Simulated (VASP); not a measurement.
Computed with r2SCAN+rVV10, VASP's PBE PAW potentials (set 64) (plane waves; VASP 6.6.1).

VASP ran on this input.

### POSCAR
```
KI
1
    0.0000000000     3.5068797197     3.5068797197
    3.5068797197     0.0000000000     3.5068797197
    3.5068797197     3.5068797197     0.0000000000
K I
1 1
Direct
  0.0000000000   0.0000000000   0.0000000000
  0.5000000000   0.5000000000   0.5000000000
```

**INCAR**
```
# general
SYSTEM  =KI
PREC    =Accurate
ENCUT   =520   # plane-wave cut-off (eV)
LREAL   =.FALSE.
LASPH   =.TRUE.

# electronic loop
EDIFF   =1E-7
NELM    =100
ALGO    =Normal   # blocked Davidson
LMAXMIX =4   # l cut-off of mixed one-centre charges
LMIXTAU =.TRUE.

# smearing
ISMEAR  =-5

# functional
METAGGA =R2SCAN
LUSE_VDW=.TRUE.
BPARAM  =11.95
CPARAM  =0.0093

# ions
ISIF    =2   # forces and stress, cell fixed

# output
LWAVE   =.FALSE.
LCHARG  =.FALSE.
LORBIT  =11   # lm-projected
NEDOS   =601
```

**KPOINTS_OPT**
```
k-points along high-symmetry lines
10
Line-mode
Reciprocal
  0.000000   0.000000   0.000000 ! GAMMA
  0.500000   0.000000   0.500000 ! X

  0.500000   0.000000   0.500000 ! X
  0.625000   0.250000   0.625000 ! U

  0.375000   0.375000   0.750000 ! K
  0.000000   0.000000   0.000000 ! GAMMA

  0.000000   0.000000   0.000000 ! GAMMA
  0.500000   0.500000   0.500000 ! L

  0.500000   0.500000   0.500000 ! L
  0.500000   0.250000   0.750000 ! W

  0.500000   0.250000   0.750000 ! W
  0.500000   0.000000   0.500000 ! X
```

KPOINTS:
```
Automatic mesh
0
Gamma
7 7 7
0 0 0
```

POTCAR, in this order: K_sv I (PBE.64 set). Program: vasp_std.

The run wrote:

**OSZICAR**
```
       N       E                     dE             d eps       ncg     rms          rms(c)
DAV:   1     0.617712654329E+02    0.61771E+02   -0.69439E+03   480   0.118E+03
DAV:   2    -0.304970061424E+02   -0.92268E+02   -0.86739E+02   576   0.260E+02
DAV:   3    -0.364122184023E+02   -0.59152E+01   -0.58844E+01   628   0.588E+01
DAV:   4    -0.368104487402E+02   -0.39823E+00   -0.39739E+00   880   0.124E+01
DAV:   5    -0.368118428842E+02   -0.13941E-02   -0.13941E-02   628   0.897E-01    0.326E+00
DAV:   6    -0.339838050047E+02    0.28280E+01   -0.11900E+00   768   0.117E+01    0.252E+00
DAV:   7    -0.333802849505E+02    0.60352E+00   -0.31418E-01   712   0.553E+00    0.105E+00
DAV:   8    -0.340774439658E+02   -0.69716E+00   -0.34869E-01   536   0.500E+00    0.611E-01
DAV:   9    -0.334160971282E+02    0.66135E+00   -0.22145E-01   480   0.445E+00    0.377E-01
DAV:  10    -0.334254776677E+02   -0.93805E-02   -0.44846E-02   480   0.280E+00    0.343E-01
DAV:  11    -0.334195888260E+02    0.58888E-02   -0.11887E-02   480   0.135E+00    0.143E-01
DAV:  12    -0.334141665246E+02    0.54223E-02   -0.28506E-03   520   0.728E-01    0.713E-02
DAV:  13    -0.334372945573E+02   -0.23128E-01   -0.85978E-03   480   0.103E+00    0.547E-02
DAV:  14    -0.334386690826E+02   -0.13745E-02   -0.87016E-04   588   0.329E-01    0.279E-02
DAV:  15    -0.334381812045E+02    0.48788E-03   -0.39211E-04   516   0.231E-01    0.185E-02
DAV:  16    -0.334384598790E+02   -0.27867E-03   -0.96140E-05   596   0.102E-01    0.170E-02
DAV:  17    -0.334386604954E+02   -0.20062E-03   -0.95851E-05   508   0.126E-01    0.106E-02
DAV:  18    -0.334386544420E+02    0.60534E-05   -0.20238E-06   600   0.172E-02    0.119E-02
DAV:  19    -0.334386402243E+02    0.14218E-04   -0.11276E-06   560   0.126E-02    0.126E-02
DAV:  20    -0.334386318685E+02    0.83558E-05   -0.29240E-07   532   0.842E-03    0.134E-02
DAV:  21    -0.334386792623E+02   -0.47394E-04   -0.15285E-05   504   0.510E-02    0.718E-03
DAV:  22    -0.334386801333E+02   -0.87098E-06   -0.42619E-07   576   0.801E-03    0.382E-03
DAV:  23    -0.334386802200E+02   -0.86717E-07   -0.27463E-08   412   0.200E-03
   1 F= -.33438680E+02 E0= -.33438680E+02  d E =0.000000E+00
       N       E                     dE             ncg
       N       E                     dE             ncg
       N       E                     dE             ncg
```

File OUTCAR:
```
------------------------ aborting loop because EDIFF is reached ----------------------------------------
  FORCE on cell =-STRESS in cart. coord.  units (eV):
  Direction    XX          YY          ZZ          XY          YZ          ZX
  --------------------------------------------------------------------------------------
  Total        0.0024049      0.0024049      0.0024049     -0.0000000     -0.0000000      0.0000000
  in kB        0.0446691      0.0446691      0.0446691     -0.0000000     -0.0000000      0.0000000
  external PRESSURE =       0.0446691 kB  Pullay stress =       0.0000000 kB
  volume of cell :       86.26
      direct lattice vectors                 reciprocal lattice vectors
     0.000000000  3.506879720  3.506879720    -0.142576889  0.142576889  0.142576889
     3.506879720  0.000000000  3.506879720     0.142576889 -0.142576889  0.142576889
     3.506879720  3.506879720  0.000000000     0.142576889  0.142576889 -0.142576889
  FREE ENERGIE OF THE ION-ELECTRON SYSTEM (eV)
  ---------------------------------------------------
  free  energy   TOTEN  =       -33.4386802200 eV

  energy  without entropy=      -33.4386802200  energy(sigma->0) =      -33.43868022

 total charge

# of ion       s       p       d       tot
------------------------------------------
    1        1.959   5.676   0.022   7.656
    2        1.491   2.891   0.001   4.384
--------------------------------------------------
tot          3.450   8.567   0.023  12.040
```
(Selected blocks of OUTCAR.)

The compound is KI in the rock salt structure. It was relaxed first.
